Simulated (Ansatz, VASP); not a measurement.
**Two plane-wave programs on Sr3SbP**

```
CELL_PARAMETERS angstrom
5.74000 0.00000 0.00000
0.00000 5.74000 0.00000
0.00000 0.00000 5.74000
ATOMIC_POSITIONS crystal
Sr 0.00000 0.50000 0.50000
Sr 0.50000 0.00000 0.50000
Sr 0.50000 0.50000 0.00000
Sb 0.00000 0.00000 0.00000
P 0.50000 0.50000 0.50000
```

The cell comes from a database or a generator and needn't be the stable form of this composition.

Alike in both runs: task single point; functional LDA; k mesh 4 × 4 × 4; occupations gaussian, width 0.1 eV; no spin polarisation.

|  | VASP | Ansatz |
| --- | --- | --- |
| version | VASP 6.6.1 | Ansatz 0.2.0 |
| potentials or method | VASP PAW LDA potentials, release 64 (Sr_sv, Sb, P) | scalar-relativistic, plane waves, PAW |
| plane-wave cutoff (eV) | 520 | 420 |
| valence electrons in the cell | 40 | 50 |

|  | VASP | Ansatz | Ansatz less VASP |
| --- | --- | --- | --- |
| gap on the k mesh at the Fermi level (eV) | 0.17 | 0.16 | -0.006 |
| least direct gap on the mesh (eV) | 0.17 | 0.16 | -0.006 |
| pressure (GPa) | -2.3 | -2.4 | -0.11 |

The two sets of potentials don't hold the same shells in valence.

Caveats: spin-orbit coupling is left out, which moves the levels of the heavy elements.
